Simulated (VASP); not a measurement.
A convergence study with VASP on Tl (space group P6_3/mmc): one setting is varied, all else stays as given below, so the limit is that of these other settings.

```xyz
2
Lattice="1.7248 -2.9875 0.0000 1.7248 2.9875 0.0000 0.0000 0.0000 5.5034" Properties=species:S:1:pos:R:3 pbc="T T T"
Tl     1.7248     0.9958     1.3759
Tl     1.7248    -0.9958     4.1276
```

Method: PBE GGA, VASP's PBE PAW potentials (set 64) (plane waves; VASP 6.6.1). The tightest run used: 450 eV cut-off, 11×11×6 Γ-centred mesh, Gaussian smearing of 0.10 eV, potentials Tl_d.

```csv
setting,highest Γ mode (cm⁻¹),plane waves
ENCUT = 150,55.2,248
ENCUT = 180,94.7,324
ENCUT = 210,90.0,401
```

**Question.** These are the cheaper rows. Estimate the results at ENCUT = 450, and how far the last row shown lies from them.

**Answer.** 
```json
[
 {"quantity": "highest Γ mode (cm⁻¹)", "tightest run": "87.2", "last row shown is off by": "2.8"}
]
```

Left out are rungs that failed or repeat a setting and relaxations that didn't move; long series are thinned to 24 rows.

The structure is a typed Tl crystal (space group no. 194). The cell was not relaxed at this level.
